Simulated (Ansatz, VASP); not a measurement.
# HfC in two plane-wave programs

One calculation is typed for both programs; each brings its own data sets. How far apart do they land? The cell is taken from a series of runs on this material, whose earlier steps may have relaxed, scaled, displaced or heated it; both programs get it as it stands.

Main program and level: Ansatz 0.2.0; plane waves, with VASP 6.6.1 beside it; zone-centre phonons at PBEsol.

## Step 1: Starting point

It takes space group I4/mmm (No. 139, tetragonal). The conventional cell has a = 3.290 Å, b = 3.290 Å, c = 4.589 Å, α = 90.00°, β = 90.00°, γ = 90.00°. Nearest to C lie 6 Hf at 2.29 to 2.33 Å. Nearest to Hf lie 6 C at 2.29 to 2.33 Å. Farther neighbours are not listed.

## Step 2: VASP: zone-centre phonons, PBEsol

Second derivatives magnify differences that forces hide, and they need a tight electronic threshold.

Lines of VASP's logs that name or quote its potential files are left out, and so is its time.

INCAR

```
SYSTEM = HfC
PREC = Accurate
ENCUT = 600
EDIFF = 1E-08
NELM = 120
ISMEAR = 1
SIGMA = 0.2
LREAL = .FALSE.
ALGO = Normal
GGA = PS
NBANDS = 13
LASPH = .TRUE.
LORBIT = 11
LWAVE = .FALSE.
LCHARG = .FALSE.
ISIF = 2
IBRION = 8
GGA_COMPAT = .FALSE.
KPAR = 2
```

POSCAR

```
HfC
1.0
    0.0000000000      2.3266158713      2.2947168436
    2.3266158713      0.0000000000      2.2947168436
    2.3266158713      2.3266158713      0.0000000000
C Hf
1 1
Direct
    0.0000000000      0.0000000000      0.0000000000
    0.5000000000      0.5000000000      0.5000000000
```

KPOINTS

```
Automatic mesh
0
Gamma
16 16 16
0 0 0
```

Potentials, in the order of the species: C and Hf_pv (PBE family, release 64).

Run with:

```bash
$ mpirun -np 2 vasp_std
```

Numbers of over 12 decimals in the logs are rounded to 6 here.

The log of the run:

```text
[banner, memory and clock lines left out]
running    2 mpi-ranks, on    1 nodes
 distrk:  each k-point on    1 cores,    2 groups
 distr:  one band on    1 cores,    1 groups

 POSCAR found type information on POSCAR C Hf
 POSCAR found :  2 types and       2 ions
|                                                                             |
|               ----> ADVICE to this user running VASP <----                  |
|                                                                             |
|     You enforced a specific xc type in the INCAR file but a different       |
|     [... a line on the potential file left out ...]
|     I HOPE YOU KNOW WHAT YOU ARE DOING!                                     |
|                                                                             |

 LDA part: xc-table for (Slater+PW92), standard interpolation
 POSCAR, INCAR and KPOINTS ok, starting setup
 FFT: planning ... GRIDC
 FFT: planning ... GRID_SOFT
 FFT: planning ... GRID
 WAVECAR not read
 entering main loop
       N       E                     dE             d eps       ncg     rms          rms(c)
DAV:   1     0.247529461255E+02    0.24753E+02   -0.85901E+03  9082   0.119E+03
DAV:   2    -0.232961374678E+02   -0.48049E+02   -0.44929E+02 11550   0.220E+02
DAV:   3    -0.250731547599E+02   -0.17770E+01   -0.17678E+01 11293   0.301E+01
DAV:   4    -0.250829508076E+02   -0.97960E-02   -0.97948E-02 10242   0.268E+00
DAV:   5    -0.250830187854E+02   -0.67978E-04   -0.67977E-04 11333   0.205E-01    0.592E+01
DAV:   6    -0.222620695512E+02    0.28209E+01   -0.12250E+01 10484   0.186E+01    0.419E+01
DAV:   7    -0.222043350265E+02    0.57735E-01   -0.55808E-01 10369   0.532E+00    0.239E+01
DAV:   8    -0.221926142422E+02    0.11721E-01   -0.63723E-02 11019   0.201E+00    0.519E+00
DAV:   9    -0.221869540931E+02    0.56601E-02   -0.25787E-02 10719   0.886E-01    0.192E+00
DAV:  10    -0.221865080029E+02    0.44609E-03   -0.18391E-03 10912   0.313E-01    0.562E-02
DAV:  11    -0.221865045197E+02    0.34831E-05   -0.85472E-05 10559   0.848E-02    0.174E-02
DAV:  12    -0.221865039717E+02    0.54805E-06   -0.32322E-06 11412   0.148E-02    0.900E-03
DAV:  13    -0.221865038199E+02    0.15179E-06   -0.27176E-07 11109   0.367E-03    0.214E-03
DAV:  14    -0.221865038023E+02    0.17594E-07   -0.23805E-08 10031   0.126E-03    0.104E-03
DAV:  15    -0.221865038164E+02   -0.14081E-07   -0.37019E-09  5152   0.536E-04    0.100E-04
DAV:  16    -0.221865038182E+02   -0.18483E-08   -0.46694E-10  4767   0.207E-04
   1 F= -.22186504E+02 E0= -.22186292E+02  d E =-.634494E-03
 Linear response reoptimize wavefunctions to high precision
DAV:   1    -0.221865038163E+02    0.18815E-08   -0.29808E-11  5472   0.505E-05
DAV:   2    -0.221865038163E+02    0.81855E-11   -0.42643E-12  4662   0.176E-05
 Linear response DOF=           4
 Linear response progress:
  Degree of freedom:   1/  4
       N       E                     dE             d eps       ncg     rms          rms(c)
RMM:   1    -0.121576368718E+00   -0.12158E+00    0.34269E-02 35720   0.187E+00
RMM:   2    -0.118241440901E+00    0.33349E-02   -0.31711E-03 25912   0.342E-01    0.395E-01
RMM:   3    -0.118612288019E+00   -0.37085E-03   -0.61254E-04 23643   0.142E-01    0.207E-01
RMM:   4    -0.119516565369E+00   -0.90428E-03   -0.38191E-04 24404   0.109E-01    0.367E-02
RMM:   5    -0.119516585489E+00   -0.20119E-07   -0.10053E-05 26820   0.234E-02    0.110E-02
RMM:   6    -0.119516039213E+00    0.54628E-06   -0.39883E-07 28521   0.426E-03    0.457E-03
RMM:   7    -0.119505685925E+00    0.10353E-04   -0.83380E-08 27462   0.200E-03    0.267E-03
RMM:   8    -0.119508566698E+00   -0.28808E-05   -0.10632E-08 28863   0.709E-04    0.385E-04
RMM:   9    -0.119508072150E+00    0.49455E-06    0.38410E-09 30128   0.131E-04    0.185E-04
RMM:  10    -0.119508061199E+00    0.10950E-07    0.70598E-09 30721   0.316E-05    0.352E-05
RMM:  11    -0.119508054414E+00    0.67852E-08   -0.20518E-09 29292   0.913E-06    0.958E-06
 first order change of Fermi-energy  -0.12748E-02
 force on displaced ion       1 direction 1 :  -7.350   0.000   0.000
 Linear response progress:
  Degree of freedom:   2/  4
       N       E                     dE             d eps       ncg     rms          rms(c)
RMM:   1    -0.123291909500E+00   -0.12329E+00    0.28062E-02 19855   0.191E+00
RMM:   2    -0.118921009804E+00    0.43709E-02   -0.36630E-03 14574   0.360E-01    0.460E-01
RMM:   3    -0.119294273767E+00   -0.37326E-03   -0.69089E-04 13289   0.150E-01    0.242E-01
RMM:   4    -0.120232139968E+00   -0.93787E-03   -0.40087E-04 13609   0.112E-01    0.405E-02
RMM:   5    -0.120229590344E+00    0.25496E-05   -0.11044E-05 14902   0.247E-02    0.118E-02
RMM:   6    -0.120229889426E+00   -0.29908E-06   -0.41970E-07 15841   0.441E-03    0.462E-03
RMM:   7    -0.120218399083E+00    0.11490E-04   -0.10047E-07 15170   0.219E-03    0.265E-03
RMM:   8    -0.120221713652E+00   -0.33146E-05   -0.12576E-08 16081   0.724E-04    0.443E-04
RMM:   9    -0.120221089137E+00    0.62451E-06    0.19466E-10 16836   0.136E-04    0.170E-04
RMM:  10    -0.120221041541E+00    0.47596E-07   -0.11493E-08 16886   0.333E-05    0.251E-05
RMM:  11    -0.120221038918E+00    0.26224E-08   -0.15498E-09 16282   0.999E-06    0.528E-06
 first order change of Fermi-energy   0.19403E-02
 force on displaced ion       1 direction 3 :   0.000   0.000  -8.872
 Linear response progress:
  Degree of freedom:   3/  4
       N       E                     dE             d eps       ncg     rms          rms(c)
RMM:   1    -0.215917164191E+00   -0.21592E+00    0.36789E+00 17947   0.119E+01
RMM:   2    -0.212549287492E+00    0.33679E-02   -0.31318E-02 24916   0.129E+00    0.500E-01
RMM:   3    -0.211825982710E+00    0.72330E-03   -0.95222E-04 31213   0.156E-01    0.202E-01
RMM:   4    -0.211328480430E+00    0.49750E-03   -0.77726E-05 33529   0.543E-02    0.129E-01
RMM:   5    -0.210871925974E+00    0.45655E-03   -0.28865E-05 32979   0.399E-02    0.129E-02
RMM:   6    -0.210862461099E+00    0.94649E-05   -0.22919E-06 33835   0.103E-02    0.542E-03
RMM:   7    -0.210872001291E+00   -0.95402E-05   -0.21407E-07 35804   0.243E-03    0.575E-03
RMM:   8    -0.210872243159E+00   -0.24187E-06   -0.14775E-06 35371   0.559E-04    0.171E-03
RMM:   9    -0.210872531712E+00   -0.28855E-06   -0.13373E-06 36986   0.271E-04    0.941E-05
RMM:  10    -0.210872853348E+00   -0.32164E-06   -0.95802E-07 35675   0.907E-05    0.121E-05
RMM:  11    -0.210872916107E+00   -0.62759E-07   -0.41633E-07 38920   0.326E-05    0.348E-05
RMM:  12    -0.210872927179E+00   -0.11072E-07   -0.22014E-07 35222   0.120E-05    0.227E-05
RMM:  13    -0.210872936169E+00   -0.89894E-08   -0.10940E-07 30754   0.619E-06    0.461E-06
RMM:  14    -0.210872935162E+00    0.10068E-08   -0.66540E-08 24406   0.364E-06    0.648E-06
 first order change of Fermi-energy   0.14580E-02
 force on displaced ion       2 direction 1 :  -7.355   0.000   0.000
 Linear response progress:
  Degree of freedom:   4/  4
       N       E                     dE             d eps       ncg     rms          rms(c)
RMM:   1    -0.214611468874E+00   -0.21461E+00    0.38091E+00 10157   0.121E+01
RMM:   2    -0.211140068037E+00    0.34714E-02   -0.31642E-02 14038   0.130E+00    0.553E-01
RMM:   3    -0.210359266872E+00    0.78080E-03   -0.98886E-04 17412   0.161E-01    0.236E-01
RMM:   4    -0.209818812723E+00    0.54045E-03   -0.86906E-05 18591   0.587E-02    0.142E-01
RMM:   5    -0.209359446576E+00    0.45937E-03   -0.32548E-05 18525   0.417E-02    0.146E-02
RMM:   6    -0.209352342499E+00    0.71041E-05   -0.35917E-06 18730   0.112E-02    0.684E-03
RMM:   7    -0.209360064485E+00   -0.77220E-05   -0.13762E-07 19975   0.251E-03    0.678E-03
RMM:   8    -0.209360157531E+00   -0.93046E-07   -0.24800E-06 19615   0.613E-04    0.210E-03
RMM:   9    -0.209360620983E+00   -0.46345E-06   -0.20521E-06 20588   0.292E-04    0.343E-05
RMM:  10    -0.209360968189E+00   -0.34721E-06   -0.13693E-06 19967   0.984E-05    0.123E-05
RMM:  11    -0.209361039456E+00   -0.71267E-07   -0.63833E-07 21615   0.381E-05    0.358E-05
RMM:  12    -0.209361060056E+00   -0.20601E-07   -0.32695E-07 20178   0.167E-05    0.302E-05
RMM:  13    -0.209361070109E+00   -0.10053E-07   -0.16559E-07 17508   0.867E-06    0.880E-06
RMM:  14    -0.209361068645E+00    0.14641E-08   -0.94003E-08 13560   0.512E-06    0.104E-05
 first order change of Fermi-energy  -0.16857E-02
 force on displaced ion       2 direction 3 :   0.000   0.000  -8.874
 Linear response finished
```

Parts of OUTCAR (step 2):

```text
ion  position               nearest neighbor table
   1  0.000  0.000  0.000-   2 2.29   2 2.29   2 2.33   2 2.33   2 2.33   2 2.33
   2  0.500  0.500  0.500-   1 2.29   1 2.29   1 2.33   1 2.33   1 2.33   1 2.33

  LATTYP: Found a body centered tetragonal cell.
 ALAT       =     3.2903317196
 C/A-ratio  =     1.3948240112

 Subroutine GETGRP returns: Found 16 space group operations
 (whereof 16 operations were pure point group operations)

The static configuration has the point symmetry D_4h.

 Found    349 irreducible k-points:

   k-points           NKPTS =    349   k-points in BZ     NKDIM =    349   number of bands    NBANDS=     13

   dimension x,y,z NGX =    28 NGY =   28 NGZ =   28
   dimension x,y,z NGXF=    56 NGYF=   56 NGZF=   56

   ENCUT  =  600.0 eV  44.10 Ry    6.64 a.u.   6.53  6.53  6.57*2*pi/ulx,y,z

   NELECT =      14.0000    total number of electrons

 k-points in reciprocal lattice and weights: Automatic mesh
   0.00000000  0.00000000  0.00000000       0.000
   0.06250000  0.00000000  0.00000000       0.002
   0.12500000  0.00000000  0.00000000       0.002
   0.18750000  0.00000000  0.00000000       0.002
   0.25000000  0.00000000  0.00000000       0.002
   0.31250000  0.00000000  0.00000000       0.002
   0.37500000  0.00000000  0.00000000       0.002
   0.43750000  0.00000000  0.00000000       0.002
   0.50000000  0.00000000  0.00000000       0.001
[...]
-0.31250000  0.18750000  0.50000000       0.001
  -0.25000000  0.25000000  0.50000000       0.000

 average (electrostatic) potential at core
       1 -47.7857       2 -35.1216

  Total       -0.9574692     -0.9574692     -0.0649973      0.0000000      0.0000000     -0.0000000
  in kB      -61.7485704    -61.7485704     -4.1917720      0.0000000      0.0000000     -0.0000000
  external PRESSURE =     -42.5629709 kB  Pullay stress =       0.0000000 kB

  energy-cutoff  :      600.00
  volume of cell :       24.84
      direct lattice vectors                 reciprocal lattice vectors
     0.000000000  2.326615871  2.294716844    -0.214904405  0.214904405  0.217891807
     2.326615871  0.000000000  2.294716844     0.214904405 -0.214904405  0.217891807
     2.326615871  2.326615871  0.000000000     0.214904405  0.214904405 -0.217891807

 POSITION                                       TOTAL-FORCE (eV/Angst)
 -----------------------------------------------------------------------------------
      0.00000      0.00000      0.00000         0.000000      0.000000      0.000000
      2.32662      2.32662      2.29472        -0.000000     -0.000000      0.000000
 -----------------------------------------------------------------------------------
    total drift:                                0.000000      0.000000      0.000000

 Eigenvectors and eigenvalues of the dynamical matrix
 ----------------------------------------------------

   1 f  =   13.880987 THz    87.216812 2PiTHz  463.019880 cm-1    57.407123 meV
             X         Y         Z           dx          dy          dz
      0.000000  0.000000  0.000000     0.000000    0.000000    0.967955
      2.326616  2.326616  2.294717     0.000000    0.000000   -0.251123

   2 f  =   12.634644 THz    79.385808 2PiTHz  421.446349 cm-1    52.252664 meV
             X         Y         Z           dx          dy          dz
      0.000000  0.000000  0.000000     0.967941    0.000000    0.000000
      2.326616  2.326616  2.294717    -0.251178    0.000000    0.000000

   3 f  =   12.634644 THz    79.385808 2PiTHz  421.446349 cm-1    52.252664 meV
             X         Y         Z           dx          dy          dz
      0.000000  0.000000  0.000000     0.000000    0.967941    0.000000
      2.326616  2.326616  2.294717     0.000000   -0.251178    0.000000

   4 f/i=    0.000383 THz     0.002404 2PiTHz    0.012763 cm-1     0.001582 meV
             X         Y         Z           dx          dy          dz
      0.000000  0.000000  0.000000     0.000000    0.000000   -0.251123
      2.326616  2.326616  2.294717     0.000000    0.000000   -0.967955

   5 f/i=    0.001061 THz     0.006666 2PiTHz    0.035388 cm-1     0.004388 meV
             X         Y         Z           dx          dy          dz
      0.000000  0.000000  0.000000     0.000000   -0.251178    0.000000
      2.326616  2.326616  2.294717     0.000000   -0.967941    0.000000

   6 f/i=    0.001061 THz     0.006666 2PiTHz    0.035388 cm-1     0.004388 meV
             X         Y         Z           dx          dy          dz
      0.000000  0.000000  0.000000    -0.251178    0.000000    0.000000
      2.326616  2.326616  2.294717    -0.967941    0.000000    0.000000

 ELASTIC MODULI CONTR FROM IONIC RELAXATION (kBar)
 Direction    XX          YY          ZZ          XY          YZ          ZX
 --------------------------------------------------------------------------------
 XX           0.0000      0.0000      0.0000      0.0000      0.0000      0.0000
 YY           0.0000      0.0000      0.0000      0.0000      0.0000      0.0000
 ZZ           0.0000      0.0000      0.0000      0.0000      0.0000      0.0000
 XY           0.0000      0.0000      0.0000      0.0000      0.0000      0.0000
 YZ           0.0000      0.0000      0.0000      0.0000      0.0000      0.0000
 ZX           0.0000      0.0000      0.0000      0.0000      0.0000      0.0000
 --------------------------------------------------------------------------------
```

Energies printed during the response cycles are not total energies of the cell. Harder data sets than Hf_pv exist (the GW ones), and pressures, volumes and forces can shift noticeably with them.

(Part 1 of 2 ends here.)

[Lines on the potential files, build, host, timing and source positions are cut from VASP's logs without a mark.]

[Logs are printed without paths, hosts, clocks, repeated set-up lines and the standing remarks that a program may print on its own settings, such as how far it seeks lower states.]

[Hosts, paths, dates, database ids (printed as entryN), source tags and the programs' standing remarks are cut or masked in the printed files.]
